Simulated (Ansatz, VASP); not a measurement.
# GaSn in two plane-wave programs

Aim: how closely do two programs agree when they are given the same cell, functional and k mesh? The cell is generated by rule, not measured, and may not be a known phase. The cell is taken from a series of runs on this material, whose earlier steps may have relaxed, scaled, displaced or heated it; both programs get it as it stands.

Program: Ansatz 0.2.0. Level of theory: plane waves, with VASP 6.6.1 beside it; relaxation of cell and atoms at PBEsol. Results are calculated unless marked as measured.

The structure was built from a prototype and need not be the compound's stable phase.

### Step 1. The starting structure

It takes space group Fm-3m (No. 225, cubic). Conventional cell: a = 5.679 Å, b = 5.679 Å, c = 5.679 Å, α = 90.00°, β = 90.00°, γ = 90.00°. Sn has 6 Ga at 2.84 Å nearest. Nearest to Ga lie 6 Sn at 2.84 Å. Farther neighbours are not listed.

Coordinates:

```xyz
2
Lattice="0.0000 2.8397 2.8397 2.8397 0.0000 2.8397 2.8397 2.8397 0.0000" Properties=species:S:1:pos:R:3 pbc="T T T"
Sn    2.8397    2.8397    2.8397
Ga    0.0000    0.0000    0.0000
```

### Step 2. VASP: relaxation of cell and atoms, PBEsol

The relaxed volume is the usual yardstick between codes: in a stiff, nearly cubic crystal its relative difference is about their pressure difference at one cell divided by the bulk modulus.

Lines of VASP's logs that name or quote its potential files are left out, and so is its time.

The input, INCAR:

```
SYSTEM = GaSn
PREC = Accurate
ENCUT = 500
EDIFF = 1E-07
NELM = 120
ISMEAR = 0
SIGMA = 0.1
LREAL = .FALSE.
ALGO = Normal
GGA = PS
NBANDS = 19
LORBIT = 11
LWAVE = .FALSE.
LCHARG = .FALSE.
ISIF = 3
IBRION = 2
NSW = 80
EDIFFG = -0.005
LASPH = .TRUE.
GGA_COMPAT = .FALSE.
NELMIN = 4
```

The input, POSCAR:

```
GaSn
1.0
    0.0000000000      2.8397190000      2.8397190000
    2.8397190000      0.0000000000      2.8397190000
    2.8397190000      2.8397190000      0.0000000000
Sn Ga
1 1
Direct
    0.5000000000      0.5000000000      0.5000000000
    0.0000000000      0.0000000000      0.0000000000
```

The input, KPOINTS:

```
Automatic mesh
0
Gamma
12 12 12
0 0 0
```

Potentials, in the order of the species: Sn_d and Ga_d (PBE family, release 64).

Run with:

```console
$ mpirun -np 1 vasp_std
```

Numbers of over 12 decimals in the logs are rounded to 6 here.

Output:

```text
[banner, memory and clock lines left out]
running    1 mpi-ranks, on    1 nodes
 distrk:  each k-point on    1 cores,    1 groups
 distr:  one band on    1 cores,    1 groups

 POSCAR found type information on POSCAR SnGa
 POSCAR found :  2 types and       2 ions
|                                                                             |
|               ----> ADVICE to this user running VASP <----                  |
|                                                                             |
|     You enforced a specific xc type in the INCAR file but a different       |
|     [... a line on the potential file left out ...]
|     I HOPE YOU KNOW WHAT YOU ARE DOING!                                     |
|                                                                             |

 LDA part: xc-table for (Slater+PW92), standard interpolation
 POSCAR, INCAR and KPOINTS ok, starting setup
 FFT: planning ... GRIDC
 FFT: planning ... GRID_SOFT
 FFT: planning ... GRID
 WAVECAR not read
 entering main loop
       N       E                     dE             d eps       ncg     rms          rms(c)
DAV:   1     0.159805475767E+03    0.15981E+03   -0.13984E+04  2897   0.233E+03
DAV:   2     0.698524847423E+01   -0.15282E+03   -0.15028E+03  2773   0.406E+02
DAV:   3    -0.718263264288E+01   -0.14168E+02   -0.14087E+02  3072   0.117E+02
DAV:   4    -0.753515723497E+01   -0.35252E+00   -0.35212E+00  3211   0.198E+01
DAV:   5    -0.754590637322E+01   -0.10749E-01   -0.10748E-01  3443   0.337E+00    0.218E+00
DAV:   6    -0.749638573558E+01    0.49521E-01   -0.10123E-01  3370   0.520E+00    0.113E+00
DAV:   7    -0.748672079737E+01    0.96649E-02   -0.27013E-02  3681   0.235E+00    0.247E-01
DAV:   8    -0.748590255290E+01    0.81824E-03   -0.18992E-03  3043   0.613E-01    0.393E-02
DAV:   9    -0.748588780648E+01    0.14746E-04   -0.14648E-04  3437   0.168E-01    0.196E-02
DAV:  10    -0.748588852102E+01   -0.71454E-06   -0.97294E-06  3456   0.353E-02    0.239E-03
DAV:  11    -0.748588787960E+01    0.64142E-06   -0.18251E-06  3394   0.211E-02    0.513E-04
DAV:  12    -0.748588776214E+01    0.11746E-06   -0.96368E-08  2161   0.283E-03    0.383E-04
DAV:  13    -0.748588775876E+01    0.33806E-08   -0.15915E-08  1717   0.162E-03
   1 F= -.74858878E+01 E0= -.74838918E+01  d E =-.748589E+01
 curvature:   0.00 expect dE= 0.000E+00 dE for cont linesearch  0.000E+00
 trial: gam= 0.00000 g(F)=  0.263E-58 g(S)=  0.209E-03 ort = 0.000E+00 (trialstep = 0.100E+01)
 search vector abs. value=  0.209E-03
 bond charge predicted
       N       E                     dE             d eps       ncg     rms          rms(c)
DAV:   1    -0.749047019017E+01   -0.45824E-02   -0.76415E-02  3084   0.461E+00    0.375E-01
DAV:   2    -0.748687825840E+01    0.35919E-02   -0.63064E-03  3169   0.137E+00    0.167E-01
DAV:   3    -0.748604750802E+01    0.83075E-03   -0.17189E-03  3710   0.648E-01    0.294E-02
DAV:   4    -0.748598851073E+01    0.58997E-04   -0.67562E-05  3237   0.108E-01    0.145E-02
DAV:   5    -0.748597238933E+01    0.16121E-04   -0.92393E-06  3214   0.386E-02    0.288E-03
DAV:   6    -0.748597196211E+01    0.42722E-06   -0.94946E-07  3358   0.154E-02    0.114E-03
DAV:   7    -0.748597205396E+01   -0.91854E-07   -0.11278E-07  1712   0.466E-03
   2 F= -.74859721E+01 E0= -.74839383E+01  d E =-.842952E-04
 trial-energy change:   -0.000084  1 .order   -0.000088   -0.000209    0.000034
 step:   0.8497(harm=  0.8604)  dis= 0.00000  next Energy=    -7.485975 (dE=-0.869E-04)
 reached required accuracy - stopping structural energy minimisation
```

From OUTCAR (step 2):

```text
ion  position               nearest neighbor table
   1  0.500  0.500  0.500-   2 2.84   2 2.84   2 2.84   2 2.84   2 2.84   2 2.84
   2  0.000  0.000  0.000-   1 2.84   1 2.84   1 2.84   1 2.84   1 2.84   1 2.84

  LATTYP: Found a face centered cubic cell.
 ALAT       =     5.6794380000

 Subroutine GETGRP returns: Found 48 space group operations
 (whereof 48 operations were pure point group operations)

The static configuration has the point symmetry O_h .

 Found     72 irreducible k-points:

   k-points           NKPTS =     72   k-points in BZ     NKDIM =     72   number of bands    NBANDS=     19

   dimension x,y,z NGX =    30 NGY =   30 NGZ =   30
   dimension x,y,z NGXF=    60 NGYF=   60 NGZF=   60

   ENCUT  =  500.0 eV  36.75 Ry    6.06 a.u.   7.32  7.32  7.32*2*pi/ulx,y,z

   NELECT =      27.0000    total number of electrons

 k-points in reciprocal lattice and weights: Automatic mesh
   0.00000000  0.00000000  0.00000000       0.001
   0.08333333  0.00000000  0.00000000       0.005
   0.16666667  0.00000000  0.00000000       0.005
   0.25000000  0.00000000  0.00000000       0.005
   0.33333333  0.00000000  0.00000000       0.005
   0.41666667  0.00000000  0.00000000       0.005
   0.50000000  0.00000000  0.00000000       0.002
   0.08333333  0.08333333  0.00000000       0.003
   0.16666667  0.08333333  0.00000000       0.014
[...]
-0.33333333  0.50000000  0.16666667       0.007
  -0.25000000  0.50000000  0.25000000       0.003

 average (electrostatic) potential at core
       1 -99.9880       2 -63.4339

 E-fermi :   6.6765

 k-point     1 :       0.0000    0.0000    0.0000
  band No.  band energies     occupation
    ...
      7      -8.1137      2.00000
      8      -8.1053      2.00000
      9      -8.1053      2.00000
     10      -8.1053      2.00000
     11      -4.4223      2.00000
     12       7.9845      0.00000
     13       7.9845      0.00000
     14       7.9845      0.00000
     15       8.5389      0.00000
     16      13.6578      0.00000
    ...

 k-point     2 :       0.0833    0.0000    0.0000
  band No.  band energies     occupation
    ...
      8      -8.1057      2.00000
      9      -8.1047      2.00000
     10      -8.1046      2.00000
     11      -4.3245      2.00000
     12       6.6596      1.18954
     13       7.9782      0.00000
     14       7.9782      0.00000
     15       9.5396      0.00000
     16      13.3124      0.00000
     17      13.3124      0.00000
    ...

 k-point     3 :       0.1667    0.0000    0.0000
  band No.  band energies     occupation
    ...
      8      -8.1070      2.00000
      9      -8.1026      2.00000
     10      -8.1026      2.00000
     11      -4.0310      2.00000
     12       4.9947      2.00000
     13       7.9795      0.00000
     14       7.9795      0.00000
     15      10.1526      0.00000
     16      12.2845      0.00000
     17      12.2845      0.00000
    ...

  Total       -0.0087244     -0.0087244     -0.0087244      0.0000000     -0.0000000     -0.0000000
  in kB       -0.3040204     -0.3040204     -0.3040204      0.0000000     -0.0000000     -0.0000000
  external PRESSURE =      -0.3040204 kB  Pullay stress =       0.0000000 kB

  energy-cutoff  :      500.00
  volume of cell :       45.98
      direct lattice vectors                 reciprocal lattice vectors
     0.000000000  2.843403320  2.843403320    -0.175845613  0.175845613  0.175845613
     2.843403320  0.000000000  2.843403320     0.175845613 -0.175845613  0.175845613
     2.843403320  2.843403320 -0.000000000     0.175845613  0.175845613 -0.175845613

 POSITION                                       TOTAL-FORCE (eV/Angst)
 -----------------------------------------------------------------------------------
      2.84340      2.84340      2.84340        -0.000000     -0.000000     -0.000000
      2.84340      0.00000      2.84340         0.000000      0.000000      0.000000
 -----------------------------------------------------------------------------------
    total drift:                                0.000000      0.000000      0.000000

  FREE ENERGIE OF THE ION-ELECTRON SYSTEM (eV)
  ---------------------------------------------------
  free  energy   TOTEN  =        -7.4859720540 eV

  energy  without entropy=       -7.4819046105  energy(sigma->0) =       -7.48393833

 reached required accuracy - stopping structural energy minimisation

 total charge
# of ion       s       p       d       tot
------------------------------------------
    1        1.221   1.051   9.984  12.255
    2        0.992   0.656   9.949  11.597
--------------------------------------------------
tot          2.213   1.707  19.932  23.852

[... 3 further parts left out ...]
```

### Step 3. Ansatz: relaxation of cell and atoms, PBEsol

Ansatz runs on its default PAW (the set named soft_2) files.

The same cell, functional, mesh and smearing now go to Ansatz, which takes its cutoff from its data sets.

The input, input.yaml:

```yaml
crystal:
  lattice:
    - [0.0, 2.839718723, 2.839718723]
    - [2.839718723, 0.0, 2.839718723]
    - [2.839718723, 2.839718723, 0.0]
  atoms:
    - { symbol: Sn, position: [0.5, 0.5, 0.5] }
    - { symbol: Ga, position: [0.0, 0.0, 0.0] }
kpoints:
  mp_grid: { grid: [12, 12, 12] }
hamiltonian:
  xc: pbesol
scf:
  occupations: { method: gaussian, width: 0.1 }
output:
  forces: true
  stress: true
  eigenvalues: true
relax:
  adjacent_minimum: "off"
  f_tol: 0.005
  max_steps: 80
  cell: { stress_tol: 0.05 }
```

Run with:

```console
$ ansatz run input.yaml --threads 4 --pin off --max-ram 8192MiB --backend cpu --events-out ev --progress --plain --runs-dir out
```

Output:

```text
Engine: ansatz 0.2.0, aarch64-unknown-linux-gnu
Pseudopotentials: kind: paw
Pseudopotential: Sn, paw, valence charge 14, recommended cutoff 420 eV (normal), Sn.paw.azcp
Pseudopotential: Ga, paw, valence charge 13, recommended cutoff 420 eV (normal), Ga.paw.azcp
Functional definition: PBEsol
  exchange = pbesol_x
  correlation = pbesol_c
Crystal: 2 atoms, lattice volume = 45.799 Å³
Basis set: ecut = 420 eV, 893 PW (Γ), exchange–correlation on 54×54×54 points (8 copies of the dense FFT grid, shifted against one another)
Bands: 18, of which v1, the nominal top of the filled ones, is band 14 counted from 1 (13 counted from 0)
Symmetry: 48 space group operations
Space group: Fm-3m (ITA 225), of the structure as read, at distance tolerance 3.6e-5 Å
k-points: 72 of 1728
Non-local potential: Sn, projectors of the file, l = 0: 2, l = 1: 2, l = 2: 2, l = 3: 2
Non-local potential: Ga, projectors of the file, l = 0: 2, l = 1: 2, l = 2: 3, l = 3: 1
PAW form: soft (Blöchl's): semilocal exchange-correlation on the pseudo side does not see the compensation charge
PAW frozen core: Sn, regenerated for the run's functional, and the local potential with it (the file was generated under x = pbe(κ = 0.804, μ = 0.219515), c = pbe(β = 0.066725))
PAW frozen core: Ga, regenerated for the run's functional, and the local potential with it (the file was generated under x = pbe(κ = 0.804, μ = 0.219515), c = pbe(β = 0.066725))
PAW one-centre angular grid: Sn, 590 points (default); XC on 64 Gauss nodes
PAW one-centre angular grid: Ga, 590 points (default); XC on 64 Gauss nodes
Initial density: superposition of atomic densities (neutral atoms: chi_scale 0, normalization atom), corrected by the library's trained network
Initial wavefunctions: pseudopotential atomic-orbital guess
Functional: x = pbesol(κ = 0.804, μ = 0.123457), c = pbesol(β = 0.046)
SCF iter   1: F=—  HF=-9692.859928 eV  |F-HF|=—  |Δ(HF+E_count)|=         —  Δρ=2.58e-3  dr2=2.51e-3  ethr=1.77e-3  ⟨swp⟩=5.4  Hψ=6166  notcnv=0
preconditioner: auto → Kerker (q_TF=auto, 2.498 Å⁻¹)  [metal: Δε(μ)=0.064 eV  Ē_g=19.233 eV  σ=0.100 eV  W_gap=0.32  n_scr=14 (ndim 8)  ℏωp=28.5 eV  f_vac=0.000  D(μ)=0.79/eV (n_scr^D=0)]
SCF iter   2: F=—  HF=-9692.857809 eV  |F-HF|=—  |Δ(HF+E_count)|=   2.12e-3  Δρ=1.48e-3  dr2=1.06e-3  ethr=9.30e-6  ⟨swp⟩=2.0  Hψ=2242  notcnv=0
SCF iter   3: F=—  HF=-9692.857569 eV  |F-HF|=—  |Δ(HF+E_count)|=   2.40e-4  Δρ=5.38e-4  dr2=1.43e-4  ethr=3.91e-6  ⟨swp⟩=2.0  Hψ=2222  notcnv=0
SCF iter   4: F=—  HF=-9692.857508 eV  |F-HF|=—  |Δ(HF+E_count)|=   6.17e-5  Δρ=2.58e-4  dr2=4.03e-5  ethr=5.29e-7  ⟨swp⟩=2.0  Hψ=1623  notcnv=0
SCF iter   5: F=—  HF=-9692.857496 eV  |F-HF|=—  |Δ(HF+E_count)|=   1.18e-5  Δρ=1.26e-4  dr2=8.68e-6  ethr=1.49e-7  ⟨swp⟩=2.0  Hψ=1985  notcnv=0
SCF iter   6: F=—  HF=-9692.857493 eV  |F-HF|=—  |Δ(HF+E_count)|=   3.19e-6  Δρ=5.99e-5  dr2=9.66e-7  ethr=3.21e-8  ⟨swp⟩=2.0  Hψ=2226  notcnv=0
SCF iter   7: F=-9692.857492 eV  HF=-9692.857492 eV  |F-HF|=2.36e-9  |Δ(HF+E_count)|=   4.28e-7  Δρ=5.91e-6  dr2=2.15e-8  ethr=3.70e-10  ⟨swp⟩=5.2  Hψ=6201  notcnv=0
SCF 1 converged in 7 iterations: F = -9692.857492 eV  dr2 = 2.15e-8
  greatest PAW one-centre occupation: 0.994 electrons in one spin orbital (limit 2), on the Ga atom at site 1 (counted from 0), in its partial waves of l = 2
relax step   1: F+E_penalty+E_count = -9692.85749228 eV  Δ(F+E_penalty+E_count) = +0.000e0 eV  max|allowed force component| = 4.233e-29 eV/Å  Δτ_max = 0.0000 Å  P = +0.190 GPa  Ω = 45.799 Å³  (7 SCF iters, dr2 threshold 1.00e-7 eV, accepted)
[...]
relax step   2: F+E_penalty+E_count = -9692.85750917 eV  Δ(F+E_penalty+E_count) = -1.689e-5 eV  max|allowed force component| = 1.735e-29 eV/Å  Δτ_max = 0.0000 Å  P = -0.089 GPa  Ω = 46.029 Å³  energy of the carried Pulay correction = -5.480e-5 eV  (4 SCF iters, dr2 threshold 9.07e-8 eV, accepted)
[...]
relax step   3: F+E_penalty+E_count = -9692.85754714 eV  Δ(F+E_penalty+E_count) = -3.797e-5 eV  max|allowed force component| = 1.841e-29 eV/Å  Δτ_max = 0.0000 Å  P = -0.001 GPa  Ω = 45.955 Å³  energy of the carried Pulay correction = -3.734e-5 eV  (4 SCF iters, dr2 threshold 1.97e-8 eV, accepted)
[...]
relax step   4: F+E_penalty+E_count = -9692.85759115 eV  Δ(F+E_penalty+E_count) = -4.401e-5 eV  max|allowed force component| = 1.183e-29 eV/Å  Δτ_max = 0.0000 Å  P = -0.001 GPa  Ω = 45.955 Å³  stress off target by 9.33e-4 GPa  SCF on the basis re-selected at this cell (its energy is not comparable with the rows above)  (5 SCF iters)
basis re-selected at this cell: Δ(F+E_penalty+E_count) = -4.401e-5 eV, ΔP = -0.000 GPa vs the last step (what re-selecting the basis moved, of the pressure what is left beyond the Pulay correction that the steps carried, after the strain that the cell walked since its last selection, with what the two solves' SCF thresholds leave and, on support functions, any second-order correction that the steps lacked; it is no m [...]
SCF converged after 5 iterations
Free energy (F): -9692.857591 eV
Harris-Foulkes:  -9692.857591 eV  (|F-HF|=1.82e-12)
Internal energy: -9692.853534 eV  (E = F + TS)
E sigma→0 (E₀):  -9692.855562 eV
Entropy (-TS):   -0.004057 eV (-2.029 meV/atom)
Fermi energy:    10.025777 eV
--- Per-component energies (eV) ---
  E_band       = -121.713224
  E_kinetic    = 302.743751
  E_local      = -2715.795397  (includes V_loc(G=0)·N_el)
  E_nonlocal   = 392.829022
  E_hartree    = 1407.418679
  E_xc         = -448.432302
  E_vxc        = -155.745114  (∫ρ·V_xc dr)
  E_paw        = -6011.430222  (= ΣΔE_a)
  E_vpaw       = -760.582681  (= ΣTr[D̂ρ^β])
  E_aug_tail   = -0.000076  (compensation charges beyond the density's cutoff)
  E_ewald      = -2621.334808
  E_core_change = 1.147818  (= ΣΔE_core)
  E_smearing   = -0.004057  (= −TS)
  E_closure    = 0.000000  (closes the sum)
  Σ components = -9692.857591   (vs F -9692.857591, Δ=0.00e0)
--- Forces (eV/Å), atoms counted from 1 ---
  atom   1  Sn     0.00000000    -0.00000000    -0.00000000
  atom   2  Ga     0.00000000    -0.00000000     0.00000000
  max |Σ_I F_I| component: 3.52e-29 eV/Å
--- Stress (GPa, compression-positive) ---
       -0.000933      -0.000000      -0.000000
       -0.000000      -0.000933      -0.000000
       -0.000000      -0.000000      -0.000933
  P = ⅓ Tr σ = -0.0009 GPa (-0.009 kbar)
--- Band table (eV; the first three rows and the last of 72) ---
  k-point 0: bands = [... 10 lower, -1.0750, 11.3343, 11.3343, 11.3343, 11.8949, 16.9937, 16.9937, 16.9937]
  k-point 1: bands = [... 10 lower, -0.9772, 10.0106, 11.3278, 11.3278, 12.8938, 16.6600, 16.6600, 16.6790]
  k-point 2: bands = [... 10 lower, -0.6837, 8.3449, 11.3290, 11.3290, 13.5057, 15.6317, 15.6317, 16.1837]
  k-point 71: bands = [... 10 lower, 3.5413, 4.4235, 6.4625, 6.4625, 13.7502, 14.1046, 17.3482, 17.3482]
--- Relaxed structure (3 steps of the walk, 3 accepted, 1 SCFs on fresh bases) ---
  F+E_penalty+E_count = -9692.85759115 eV   max|allowed force component| = 1.183e-29 eV/Å   (the final SCF, on the basis selected at the relaxed cell)
  cell:  # Å, volume = 45.9553 Å³
    - [0, 2.842945, 2.842945]
    - [2.842945, 0, 2.842945]
    - [2.842945, 2.842945, 0]
  atoms:
    - { symbol: Sn, position: [0.5, 0.5, 0.5] }
    - { symbol: Ga, position: [0, 0, 0] }
```

### Step 4. Differences

Known differences besides the potentials themselves: the cutoff is 420 eV in Ansatz and 500 eV in VASP; Ansatz makes its cores anew for this functional, VASP keeps those of its PBE data sets; Ansatz adds a Pulay correction to the stress that steers its cell, VASP none. Total energies have different zeros and are not compared.

Both answers:

| quantity | Ansatz | VASP | difference |
| --- | --- | --- | --- |
| volume (Å³) | 45.96 | 45.98 | -0.05 % |
| edge a after relaxation, in the typed setting (Å) | 4.021 | 4.021 | -0.02 % |

### Step 5. What came out

| Property | Result |
| --- | --- |
| difference in volume (relaxation of cell and atoms, PBEsol) | -0.048 % |

The difference in volume is -0.048 % (relaxation of cell and atoms, PBEsol), within the 1.2 % picked in this series as the mark of a large difference, as far as the stopping tolerances let one tell. VASP runs on this material, other cells of it included, that failed, so that no pair exists: relaxation of cell and atoms, PBEsol (crashed). 1 further run of this series is not shown here. Such differences can come from data sets, numerical settings and the points named under the comparisons, not from the functional's error against experiment.

[Lines on the potential files, build, host, timing and source positions are cut from VASP's logs without a mark.]

[Logs are printed without paths, hosts, clocks, repeated set-up lines and the standing remarks that a program may print on its own settings, such as how far it seeks lower states.]

[Hosts, paths, dates, database ids (printed as entryN), source tags and the programs' standing remarks are cut or masked in the printed files.]
